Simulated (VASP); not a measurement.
# NbAs: how numerical settings change the zone-centre modes, part 2 of 3

Aim: test the modes of NbAs against the numerical settings. The starting structure is a measured crystal structure from the Crystallography Open Database.

VASP 6.6.1.

## 2. Reference modes (continued)

Level of this step: LDA; plane waves and PAW (Nb_sv, As) (VASP).

OUTCAR, selected parts (step 2):

```text
ion  position               nearest neighbor table
   1  0.001  0.501  0.002-   4 2.59   4 2.59   3 2.59   3 2.59   3 2.59   3 2.59
   2  0.251  0.251  0.502-   3 2.59   3 2.59   4 2.59   4 2.59   4 2.59   4 2.59
   3  0.583  0.083  0.166-   2 2.59   2 2.59   1 2.59   1 2.59   1 2.59   1 2.59
   4  0.833  0.833  0.666-   1 2.59   1 2.59   2 2.59   2 2.59   2 2.59   2 2.59

  LATTYP: Found a body centered tetragonal cell.
 ALAT       =     3.4196238416
 C/A-ratio  =     3.3728744855

 Subroutine GETGRP returns: Found  8 space group operations
 (whereof  4 operations were pure point group operations)

The static configuration has the point symmetry C_2v.
 The point group associated with its full space group is C_4v.

 Found    102 irreducible k-points:

   k-points           NKPTS =    102   k-points in BZ     NKDIM =    102   number of bands    NBANDS=     24

   dimension x,y,z NGX =    24 NGY =   24 NGZ =   48
   dimension x,y,z NGXF=    48 NGYF=   48 NGZF=   96

   ENCUT  =  450.0 eV  33.07 Ry    5.75 a.u.   5.91  5.91 10.82*2*pi/ulx,y,z

   NELECT =      36.0000    total number of electrons

 k-points in reciprocal lattice and weights: Automatic mesh
   0.00000000  0.00000000  0.00000000       0.001
   0.10000000  0.00000000  0.00000000       0.008
   0.20000000  0.00000000  0.00000000       0.008
   0.30000000  0.00000000  0.00000000       0.008
   0.40000000  0.00000000  0.00000000       0.008
   0.50000000  0.00000000  0.00000000       0.004
   0.10000000  0.10000000  0.00000000       0.008
   0.20000000  0.10000000  0.00000000       0.016
   0.30000000  0.10000000  0.00000000       0.016
[...]
0.10000000  0.10000000  0.40000000       0.004
   0.00000000  0.00000000  0.50000000       0.001

 average (electrostatic) potential at core
       1 -78.5767       2 -78.5767       3 -47.8450       4 -47.8450

  Total        0.0013121      0.0013121     -0.0044479      0.0000000      0.0000000      0.0000000
  in kB        0.0311728      0.0311728     -0.1056731      0.0000000      0.0000000      0.0000000
  external PRESSURE =      -0.0144425 kB  Pullay stress =       0.0000000 kB

  energy-cutoff  :      450.00
  volume of cell :       67.44
      direct lattice vectors                 reciprocal lattice vectors
    -3.419623842  0.000000000  0.000000000    -0.292429825  0.000000000 -0.086700476
     0.000000000  3.419623842  0.000000000     0.000000000  0.292429825 -0.086700476
     1.709811921 -1.709811921 -5.766981003     0.000000000  0.000000000 -0.173400953

 POSITION                                       TOTAL-FORCE (eV/Angst)
 -----------------------------------------------------------------------------------
     -0.00000      1.70981     -0.01439         0.000000      0.000000     -0.000155
     -0.00000      0.00000     -2.89788        -0.000000     -0.000000     -0.000155
     -1.70981     -0.00000     -0.95446         0.000000     -0.000000      0.000155
     -1.70981      1.70981     -3.83795         0.000000     -0.000000      0.000155
 -----------------------------------------------------------------------------------
    total drift:                                0.000014     -0.000014     -0.000676

 Eigenvectors and eigenvalues of the dynamical matrix
 ----------------------------------------------------

   1 f  =    8.211589 THz    51.594935 2PiTHz  273.909123 cm-1    33.960388 meV
             X         Y         Z           dx          dy          dz
     -0.000000  1.709812 -0.014394     0.000000    0.000000    0.472459
     -0.000000  0.000000 -2.897885     0.000000    0.000000    0.472459
     -1.709812 -0.000000 -0.954458    -0.000000   -0.000000   -0.526101
     -1.709812  1.709812 -3.837949    -0.000000   -0.000000   -0.526101

   2 f  =    8.093024 THz    50.849969 2PiTHz  269.954219 cm-1    33.470042 meV
             X         Y         Z           dx          dy          dz
     -0.000000  1.709812 -0.014394    -0.055665    0.663415   -0.000000
     -0.000000  0.000000 -2.897885    -0.203511    0.181458    0.000000
     -1.709812 -0.000000 -0.954458     0.154387   -0.433192    0.000000
     -1.709812  1.709812 -3.837949     0.132887   -0.503277   -0.000000

   3 f  =    8.093024 THz    50.849969 2PiTHz  269.954219 cm-1    33.470042 meV
             X         Y         Z           dx          dy          dz
     -0.000000  1.709812 -0.014394     0.181458    0.203511   -0.000000
     -0.000000  0.000000 -2.897885     0.663415    0.055665   -0.000000
     -1.709812 -0.000000 -0.954458    -0.503277   -0.132887    0.000000
     -1.709812  1.709812 -3.837949    -0.433192   -0.154387    0.000000

   4 f  =    7.729259 THz    48.564369 2PiTHz  257.820342 cm-1    31.965634 meV
             X         Y         Z           dx          dy          dz
     -0.000000  1.709812 -0.014394    -0.140919    0.353873    0.000000
     -0.000000  0.000000 -2.897885     0.090813   -0.549122   -0.000000
     -1.709812 -0.000000 -0.954458     0.154356   -0.386872   -0.000000
     -1.709812  1.709812 -3.837949    -0.099281    0.601483    0.000000

   5 f  =    7.729259 THz    48.564369 2PiTHz  257.820342 cm-1    31.965634 meV
             X         Y         Z           dx          dy          dz
     -0.000000  1.709812 -0.014394     0.549122    0.090813    0.000000
     -0.000000  0.000000 -2.897885    -0.353873   -0.140919   -0.000000
     -1.709812 -0.000000 -0.954458    -0.601483   -0.099281    0.000000
     -1.709812  1.709812 -3.837949     0.386872    0.154356   -0.000000

   6 f  =    7.581830 THz    47.638043 2PiTHz  252.902625 cm-1    31.355915 meV
             X         Y         Z           dx          dy          dz
     -0.000000  1.709812 -0.014394    -0.000000   -0.000000    0.193871
     -0.000000  0.000000 -2.897885     0.000000    0.000000   -0.193871
     -1.709812 -0.000000 -0.954458     0.000000    0.000000    0.680010
     -1.709812  1.709812 -3.837949    -0.000000   -0.000000   -0.680010

   7 f  =    6.909158 THz    43.411521 2PiTHz  230.464708 cm-1    28.573969 meV
             X         Y         Z           dx          dy          dz
     -0.000000  1.709812 -0.014394    -0.000000   -0.000000   -0.680010
     -0.000000  0.000000 -2.897885     0.000000   -0.000000    0.680010
     -1.709812 -0.000000 -0.954458     0.000000   -0.000000    0.193871
     -1.709812  1.709812 -3.837949     0.000000    0.000000   -0.193871

   8 f  =    4.555045 THz    28.620193 2PiTHz  151.939950 cm-1    18.838144 meV
             X         Y         Z           dx          dy          dz
     -0.000000  1.709812 -0.014394    -0.133467   -0.320871    0.000000
     -0.000000  0.000000 -2.897885     0.072268    0.592596    0.000000
     -1.709812 -0.000000 -0.954458    -0.073910   -0.624424   -0.000000
     -1.709812  1.709812 -3.837949     0.140636    0.328161   -0.000000

   9 f  =    4.555045 THz    28.620193 2PiTHz  151.939950 cm-1    18.838144 meV
             X         Y         Z           dx          dy          dz
     -0.000000  1.709812 -0.014394    -0.592596    0.072268    0.000000
     -0.000000  0.000000 -2.897885     0.320871   -0.133467   -0.000000
     -1.709812 -0.000000 -0.954458    -0.328161    0.140636    0.000000
     -1.709812  1.709812 -3.837949     0.624424   -0.073910    0.000000

  10 f/i=    0.000204 THz     0.001285 2PiTHz    0.006820 cm-1     0.000846 meV
             X         Y         Z           dx          dy          dz
     -0.000000  1.709812 -0.014394    -0.000000    0.000000   -0.526101
     -0.000000  0.000000 -2.897885    -0.000000    0.000000   -0.526101
     -1.709812 -0.000000 -0.954458    -0.000000    0.000000   -0.472459
     -1.709812  1.709812 -3.837949    -0.000000    0.000000   -0.472459

  11 f/i=    0.024775 THz     0.155663 2PiTHz    0.826391 cm-1     0.102459 meV
             X         Y         Z           dx          dy          dz
     -0.000000  1.709812 -0.014394     0.164319   -0.499491   -0.000000
     -0.000000  0.000000 -2.897885     0.165280   -0.496586   -0.000000
     -1.709812 -0.000000 -0.954458     0.148720   -0.450803   -0.000000
     -1.709812  1.709812 -3.837949     0.149170   -0.449444   -0.000000

  12 f/i=    0.024775 THz     0.155663 2PiTHz    0.826391 cm-1     0.102459 meV
             X         Y         Z           dx          dy          dz
     -0.000000  1.709812 -0.014394    -0.496586   -0.165280    0.000000
     -0.000000  0.000000 -2.897885    -0.499491   -0.164319    0.000000
     -1.709812 -0.000000 -0.954458    -0.449444   -0.149170    0.000000
     -1.709812  1.709812 -3.837949    -0.450803   -0.148720    0.000000

 ELASTIC MODULI CONTR FROM IONIC RELAXATION (kBar)
 Direction    XX          YY          ZZ          XY          YZ          ZX
 --------------------------------------------------------------------------------
 XX        -122.2696     43.0683    101.2378      0.0000     -0.0000      0.0000
 YY          43.0683   -122.2696    101.2378      0.0000      0.0000     -0.0000
 ZZ         101.2378    101.2378   -258.8110      0.0000     -0.0000     -0.0000
 XY           0.0000      0.0000      0.0000      0.0000      0.0000      0.0000
 YZ          -0.0000      0.0000     -0.0000      0.0000   -632.9122      0.0000
 ZX           0.0000     -0.0000     -0.0000      0.0000      0.0000   -617.8983
 --------------------------------------------------------------------------------
```

Energies printed during the response cycles are not total energies of the cell.

Reference: the zone-centre modes are A1 273.9, E (3) 270.0, E (2) 257.8, B1 (2) 252.9, B1 (1) 230.5, E (1) 151.9 cm⁻¹.

## 3. Modes with a 6×6×6 mesh

Against step 2 the input has a 6×6×6 mesh.

The input, INCAR:

```
SYSTEM = NbAs
PREC = Accurate
ENCUT = 450
EDIFF = 1E-08
NELM = 100
ISMEAR = 0
SIGMA = 0.05
LREAL = .FALSE.
ALGO = Normal
GGA = CA
NBANDS = 24
LASPH = .TRUE.
LORBIT = 11
LWAVE = .FALSE.
LCHARG = .FALSE.
KPAR = 16
IBRION = 8
ISIF = 2
```

The input, POSCAR:

```
NbAs
1.0
   -3.4196238416      0.0000000000      0.0000000000
    0.0000000000      3.4196238416      0.0000000000
    1.7098119208     -1.7098119208     -5.7669810027
Nb As
2 2
Direct
    0.0012480061      0.5012480061      0.0024960121
    0.2512480061      0.2512480061      0.5024960121
    0.5827519939      0.0827519939      0.1655039879
    0.8327519939      0.8327519939      0.6655039879
```

The input, KPOINTS:

```
Automatic mesh
0
Gamma
6 6 6
0 0 0
```

The projector-augmented-wave data sets are Nb_sv and As (LDA family, release 64).

Command:

```
$ mpirun -np 16 vasp_std
```

The log of the run:

```text
[banner, memory and clock lines left out]
running   16 mpi-ranks, on    1 nodes
[...]
[... a notice as in an earlier step ...]

 LDA part: xc-table for (Slater(with rela. corr.)+CA(PZ))
 , standard interpolation
 POSCAR, INCAR and KPOINTS ok, starting setup
[...]
entering main loop
       N       E                     dE             d eps       ncg     rms          rms(c)
DAV:   1     0.340128700346E+03    0.34013E+03   -0.17648E+04  1440   0.134E+03
DAV:   2    -0.105326119801E+02   -0.35066E+03   -0.34318E+03  1928   0.539E+02
DAV:   3    -0.363680091535E+02   -0.25835E+02   -0.25515E+02  2544   0.107E+02
DAV:   4    -0.382237940772E+02   -0.18558E+01   -0.18489E+01  2264   0.238E+01
[...]
DAV:  13    -0.363449261351E+02    0.70468E-07   -0.36525E-07  2248   0.501E-03    0.125E-03
DAV:  14    -0.363449261216E+02    0.13434E-07   -0.11922E-07  2280   0.260E-03    0.233E-04
DAV:  15    -0.363449261228E+02   -0.11705E-08   -0.46174E-09  1416   0.716E-04
   1 F= -.36344926E+02 E0= -.36344047E+02  d E =-.175831E-02
[...]
RMM:   9    -0.435016790019E-01   -0.10760E-05   -0.44036E-07  8812   0.183E-03    0.157E-04
RMM:  10    -0.435021271422E-01   -0.44814E-06   -0.75551E-08  8848   0.936E-04    0.504E-05
RMM:  11    -0.435021345884E-01   -0.74463E-08   -0.36293E-08  8988   0.511E-04    0.161E-05
 first order change of Fermi-energy  -0.13619E-05
 force on displaced ion       3 direction 2 :   0.000  -9.482  -0.002
 Linear response progress:
  Degree of freedom:   6/  6
       N       E                     dE             d eps       ncg     rms          rms(c)
RMM:   1    -0.645772943887E-01   -0.64577E-01   -0.18546E-02  5578   0.103E+00
RMM:   2    -0.562338436654E-01    0.83435E-02   -0.66799E-03  4181   0.419E-01    0.119E-01
RMM:   3    -0.564824705839E-01   -0.24863E-03   -0.20488E-03  4186   0.224E-01    0.114E-01
RMM:   4    -0.563551860428E-01    0.12728E-03   -0.57804E-04  4382   0.123E-01    0.499E-02
[...]
RMM:  14    -0.565078068220E-01    0.37508E-07   -0.56515E-08  5914   0.196E-04    0.151E-05
RMM:  15    -0.565078221179E-01   -0.15296E-07   -0.65376E-08  6064   0.155E-04    0.867E-06
RMM:  16    -0.565078259677E-01   -0.38498E-08   -0.49616E-08  6121   0.133E-04    0.612E-06
 first order change of Fermi-energy   0.73073E-01
 force on displaced ion       3 direction 3 :  -0.000  -0.000 -14.253
 Linear response finished
```

It took 3.3 min on 16 MPI ranks of AMD EPYC 7R43, shared host; peak memory 5.6 GiB; 52 min of CPU time.

Parts of OUTCAR (step 3):

```text
  Total        0.1007882      0.1007882     -0.0500763      0.0000000      0.0000000      0.0000000
  in kB        2.3945006      2.3945006     -1.1897001      0.0000000      0.0000000      0.0000000
  external PRESSURE =       1.1997671 kB  Pullay stress =       0.0000000 kB

 POSITION                                       TOTAL-FORCE (eV/Angst)
 -----------------------------------------------------------------------------------
     -0.00000      1.70981     -0.01439         0.000000      0.000000      0.006045
     -0.00000      0.00000     -2.89788        -0.000000     -0.000000      0.006045
     -1.70981     -0.00000     -0.95446        -0.000000     -0.000000     -0.006045
     -1.70981      1.70981     -3.83795         0.000000      0.000000     -0.006045
 -----------------------------------------------------------------------------------
    total drift:                                0.000014     -0.000014     -0.000683

[... 1 part as in an earlier step ...]

[... 1 further part left out ...]
```

With a 6×6×6 mesh the modes are at the top A1 273.0, E (3) 265.2 cm⁻¹, at the bottom B1 (1) 215.7, E (1) 147.7 cm⁻¹, with 2 more of the listed ones between; the largest shift is -17.9 cm⁻¹, in E (2), from the reference.

## 4. Modes with a cutoff of 290 eV

Against step 2 the input has ENCUT = 290.

Edit INCAR of step 3 so:

```diff
@@ -2,3 +2,3 @@
 PREC = Accurate
-ENCUT = 450
+ENCUT = 290
 EDIFF = 1E-08
```

POSCAR is that of step 3.

The input, KPOINTS:

```
Automatic mesh
0
Gamma
10 10 10
0 0 0
```

Command:

```
$ mpirun -np 16 vasp_std
```

The log of the run:

```text
[... set-up lines as in an earlier step ...]
 entering main loop
       N       E                     dE             d eps       ncg     rms          rms(c)
DAV:   1     0.236065532192E+03    0.23607E+03   -0.14364E+04  5184   0.980E+02
DAV:   2    -0.175392569154E+02   -0.25360E+03   -0.24799E+03  6688   0.412E+02
DAV:   3    -0.373475314812E+02   -0.19808E+02   -0.19681E+02  8984   0.832E+01
DAV:   4    -0.382612476957E+02   -0.91372E+00   -0.91170E+00  7152   0.164E+01
[...]
DAV:  13    -0.363720782562E+02    0.16906E-07   -0.10412E-07  6832   0.323E-03    0.213E-03
DAV:  14    -0.363720782432E+02    0.12986E-07   -0.11907E-07  7496   0.319E-03    0.214E-04
DAV:  15    -0.363720782444E+02   -0.12046E-08   -0.48995E-09  4872   0.760E-04
   1 F= -.36372078E+02 E0= -.36371506E+02  d E =-.114511E-02
 Linear response reoptimize wavefunctions to high precision
DAV:   1    -0.363720782445E+02   -0.79581E-10   -0.10568E-09  4816   0.426E-04
DAV:   2    -0.363720782446E+02   -0.55024E-10   -0.50506E-10  4752   0.235E-04
 Linear response DOF=           6
 Linear response progress:
[...]
RMM:  23    -0.432441882530E-01   -0.19657E-10   -0.46908E-07 29227   0.117E-04    0.123E-07
RMM:  24    -0.432441880436E-01    0.20941E-09   -0.46782E-07 29172   0.117E-04    0.104E-07
RMM:  25    -0.432441881788E-01   -0.13520E-09   -0.46885E-07 29168   0.117E-04    0.121E-07
 first order change of Fermi-energy  -0.63311E-05
 force on displaced ion       3 direction 2 :   0.000  -9.683   0.001
 Linear response progress:
  Degree of freedom:   6/  6
       N       E                     dE             d eps       ncg     rms          rms(c)
RMM:   1    -0.645725022245E-01   -0.64573E-01   -0.19933E-02 20784   0.101E+00
RMM:   2    -0.560533798567E-01    0.85191E-02   -0.74779E-03 15973   0.392E-01    0.121E-01
RMM:   3    -0.562903306011E-01   -0.23695E-03   -0.22336E-03 15765   0.213E-01    0.112E-01
RMM:   4    -0.561421230651E-01    0.14821E-03   -0.57082E-04 16997   0.117E-01    0.514E-02
[...]
RMM:  29    -0.562769542799E-01   -0.61019E-10   -0.18928E-07 17721   0.110E-04    0.101E-07
RMM:  30    -0.562769542127E-01    0.67229E-10   -0.19141E-07 17752   0.110E-04    0.126E-07
RMM:  31    -0.562769542832E-01   -0.70502E-10   -0.18731E-07 17753   0.110E-04    0.992E-08
 first order change of Fermi-energy  -0.19464E-01
 force on displaced ion       3 direction 3 :  -0.000   0.000 -14.454
 Linear response finished
```

Wall time 5.7 min (16 MPI ranks); peak memory 7.4 GiB.

Parts of OUTCAR (step 4):

```text
  Total       -0.2443565     -0.2443565     -0.2494659      0.0000000      0.0000000      0.0000000
  in kB       -5.8053622     -5.8053622     -5.9267490      0.0000000      0.0000000      0.0000000
  external PRESSURE =      -5.8458244 kB  Pullay stress =       0.0000000 kB

 POSITION                                       TOTAL-FORCE (eV/Angst)
 -----------------------------------------------------------------------------------
     -0.00000      1.70981     -0.01439         0.000000     -0.000000     -0.001478
     -0.00000      0.00000     -2.89788         0.000000     -0.000000     -0.001478
     -1.70981     -0.00000     -0.95446         0.000000      0.000000      0.001478
     -1.70981      1.70981     -3.83795        -0.000000     -0.000000      0.001478
 -----------------------------------------------------------------------------------
    total drift:                               -0.000044      0.000044      0.000055

[... 1 part as in an earlier step ...]

[... 1 further part left out ...]
```

With a cutoff of 290 eV the modes are at the top A1 275.2, E (3) 270.3 cm⁻¹, at the bottom B1 (1) 233.4, E (1) 151.0 cm⁻¹, with 2 more of the listed ones between; the largest shift is +2.9 cm⁻¹, in B1 (1), from the reference.

(Part 2 of 3 ends here.)

[Lines on the potential files, build, host, timing and source positions are cut from VASP's logs without a mark.]

[Logs are printed without paths, hosts, clocks, repeated set-up lines and the standing remarks that a program may print on its own settings, such as how far it seeks lower states.]

[Hosts, paths, dates, database ids (printed as entryN), source tags and the programs' standing remarks are cut or masked in the printed files.]
